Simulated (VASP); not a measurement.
An input for Quantum ESPRESSO's pw.x (written as the equivalent of a VASP run, and not itself run):

```
&CONTROL
  calculation = 'scf'
  pseudo_dir = './pseudo'
  outdir = './out'
  tprnfor = .true.
  tstress = .true.
/
&SYSTEM
  ibrav = 0
  nat = 2
  ntyp = 2
  ecutwfc = 82
  occupations = 'smearing'
  smearing = 'fermi-dirac'
  degauss = 0.001837
  input_dft = 'pbe'
/
&ELECTRONS
  conv_thr = 7.3e-08
  electron_maxstep = 100
/
ATOMIC_SPECIES
  W 183.840 W.upf
  C 12.011 C.upf
CELL_PARAMETERS angstrom
     2.9165900    0.0000000    0.0000000
    -1.4582950    2.5258410    0.0000000
     0.0000000    0.0000000    2.8394400
ATOMIC_POSITIONS crystal
  W   -0.0056690 -0.0046750  0.0046430
  C    0.6723360  0.3380080  0.4953570
K_POINTS automatic
  10 10 9 0 0 0
```

Problem. Write the VASP files for the same calculation (PBE).

Solution. This is not unique; one that fits is 
### KPOINTS
```
Automatic mesh
0
Gamma
10 10 9
0 0 0
```

INCAR:
```
! general
SYSTEM  = WC
PREC    = Accurate
ENCUT   = 400   ! plane-wave cut-off (eV)
LREAL   = .FALSE.   ! projection in real space or not
LASPH   = .TRUE.   ! aspherical one-centre terms

! electronic loop
EDIFF   = 1E-6
NELM    = 100   ! most electronic steps
ALGO    = Normal
LMAXMIX = 6   ! l cut-off of mixed one-centre charges

! smearing
ISMEAR  = -1   ! Fermi-Dirac
SIGMA   = 0.025

! functional
GGA     = PE   ! PBE

! ions
ISIF    = 2

! output
LWAVE   = .FALSE.
LCHARG  = .FALSE.
```

### POSCAR
```
WC
1
    2.9165900000     0.0000000000     0.0000000000
   -1.4582950000     2.5258410000     0.0000000000
    0.0000000000     0.0000000000     2.8394400000
W C
1 1
Direct
 -0.0056690000  -0.0046750000   0.0046430000
  0.6723360000   0.3380080000   0.4953570000
```

POTCAR, in this order: W_sv C (PBE.64 set). Program: vasp_std.

Limits of the translation: the potentials are each code's own (VASP's PAW set, PseudoDojo norm-conserving files in pw.x), so ENCUT and ecutwfc are chosen apart and not converted; conv_thr bounds pw.x's estimated SCF error, while EDIFF bounds the energy change between steps.

The structure comes from a computed database's WC entry; how it stands against other phases isn't given here. The cell was not relaxed at this level, atoms are displaced from their ideal sites. The run is one of a series of settings (SIGMA = 0.025 against the base run), some of them coarse on purpose.
